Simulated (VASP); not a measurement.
Data:

```yaml
crystal:
  lattice:
    - [0.00000, 2.91720, 2.91720]
    - [2.91720, 0.00000, 2.91720]
    - [2.91720, 2.91720, 0.00000]
  atoms:
    - { symbol: Li, position: [0.25000, 0.25000, 0.25000] }
    - { symbol: Li, position: [0.75000, 0.75000, 0.75000] }
    - { symbol: S, position: [0.00000, 0.00000, 0.00000] }
```

Computed with PBE GGA, VASP's PBE PAW potentials (set 64) (plane waves; VASP). Run with 520 eV cut-off, 5×5×5 Γ-centred mesh, Gaussian smearing of 0.050 eV, potentials Li_sv S.

What does the run give for the energy per atom (σ→0), pressure?

The energy per atom (σ→0) comes out as -3.990 eV/atom and the pressure is -2.46 GPa.

Total energies compare only between runs with the same potentials, cut-off and functional.

The compound is Li2S in the antifluorite structure. The cell was not relaxed at this level.
